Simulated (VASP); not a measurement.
Input:

```xyz
2
Lattice="0.0000 2.6785 2.6785 2.6785 0.0000 2.6785 2.6785 2.6785 0.0000" Properties=species:S:1:pos:R:3 pbc="T T T"
Si     0.0000     0.0000     0.0000
Si     1.3392     1.3392     1.3392
```

Calculation: HSE06 screened hybrid, VASP's PBE PAW potentials (set 64) (plane waves; VASP). Run with 520 eV cut-off, 6×6×6 Γ-centred mesh, Gaussian smearing of 0.050 eV, potentials Si.

Q: Give the stress tensor in GPa (positive for a compressed cell).

A: 
```
4.66  0.00  0.00
0.00  4.66  0.00
0.00  0.00  4.66
```
The pressure is its mean diagonal, 4.66 GPa.

The compound is Si in the diamond structure. This cell is one point of a volume scan, at 0.94 of the reference volume. The cell's shape comes from a PBE relaxation.
